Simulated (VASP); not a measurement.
OSZICAR of a VASP run on SiC (wurtzite):

OSZICAR:
```
       N       E                     dE             d eps       ncg     rms          rms(c)
DAV:   1     0.409645663182E+02    0.40965E+02   -0.83980E+03   720   0.138E+03
DAV:   2    -0.340300274112E+02   -0.74995E+02   -0.68736E+02  1068   0.203E+02
DAV:   3    -0.374344314841E+02   -0.34044E+01   -0.33830E+01   944   0.444E+01
DAV:   4    -0.374751919093E+02   -0.40760E-01   -0.40733E-01   924   0.580E+00
DAV:   5    -0.374758980407E+02   -0.70613E-03   -0.70604E-03   920   0.728E-01    0.131E+01
DAV:   6    -0.334667205374E+02    0.40092E+01   -0.11944E+01   888   0.220E+01    0.598E+00
DAV:   7    -0.333227133939E+02    0.14401E+00   -0.96900E-01   928   0.671E+00    0.245E+00
DAV:   8    -0.332843904433E+02    0.38323E-01   -0.57280E-02   868   0.173E+00    0.640E-01
DAV:   9    -0.332805182211E+02    0.38722E-02   -0.67143E-03   876   0.625E-01    0.127E-01
DAV:  10    -0.332805565635E+02   -0.38342E-04   -0.41892E-04   876   0.160E-01    0.623E-02
DAV:  11    -0.332805574193E+02   -0.85583E-06   -0.17616E-05   912   0.377E-02    0.174E-02
DAV:  12    -0.332805560649E+02    0.13545E-05   -0.25338E-06   708   0.109E-02    0.515E-03
DAV:  13    -0.332805560097E+02    0.55217E-07   -0.86842E-07   532   0.594E-03
   1 F= -.32012266E+02 E0= -.32012266E+02  d E =-.320123E+02
       N       E                     dE             d eps       ncg     rms          rms(c)
DAV:   1    -0.332419829162E+02    0.38573E-01   -0.10443E+00   840   0.931E+00    0.127E+00
DAV:   2    -0.332205027258E+02    0.21480E-01   -0.44469E-02   868   0.166E+00    0.622E-01
DAV:   3    -0.332152375519E+02    0.52652E-02   -0.10414E-02   868   0.717E-01    0.126E-01
DAV:   4    -0.332146638440E+02    0.57371E-03   -0.10249E-03   876   0.221E-01    0.434E-02
DAV:   5    -0.332146055242E+02    0.58320E-04   -0.72659E-05   860   0.633E-02    0.430E-02
DAV:   6    -0.332146006463E+02    0.48778E-05   -0.33963E-06   888   0.162E-02    0.672E-03
DAV:   7    -0.332145992523E+02    0.13940E-05   -0.56777E-06   824   0.147E-02    0.339E-03
DAV:   8    -0.332145992600E+02   -0.76827E-08   -0.11113E-07   452   0.316E-03
   2 F= -.32005079E+02 E0= -.32005079E+02  d E =0.718734E-02
       N       E                     dE             d eps       ncg     rms          rms(c)
DAV:   1    -0.332760795309E+02   -0.61480E-01   -0.30759E-01   808   0.497E+00    0.685E-01
DAV:   2    -0.332696467095E+02    0.64328E-02   -0.12176E-02   864   0.879E-01    0.341E-01
DAV:   3    -0.332680565784E+02    0.15901E-02   -0.33305E-03   864   0.400E-01    0.691E-02
DAV:   4    -0.332678866299E+02    0.16995E-03   -0.37633E-04   896   0.131E-01    0.238E-02
DAV:   5    -0.332678679794E+02    0.18650E-04   -0.33141E-05   852   0.414E-02    0.222E-02
DAV:   6    -0.332678666505E+02    0.13289E-05   -0.10704E-06   580   0.966E-03    0.414E-03
DAV:   7    -0.332678660449E+02    0.60557E-06   -0.15213E-06   448   0.823E-03
   3 F= -.32026339E+02 E0= -.32026339E+02  d E =-.140723E-01
```

Task: Which electronic solver shows in the log?

Result: It is blocked Davidson (ALGO = Normal, or the opening steps of other solvers). The INCAR had ALGO = Normal.

Task: Can the final energy be trusted as converged?

Result: The calculation finished and met its thresholds. It stopped with EDIFF = 1E-6, NELM = 100, NSW = 40 and EDIFFG = -0.02 after 3 ionic steps (LDA (Ceperley-Alder, Perdew-Zunger), plane waves, VASP's LDA PAW potentials (set 64)). Energy and stress use the plane-wave basis of the starting cell.

The compound is SiC in the wurtzite structure, the rare 2H polytype. This run relaxes it under an external pressure of 5 GPa. Symmetry was kept, so distortions that lower it aren't found.
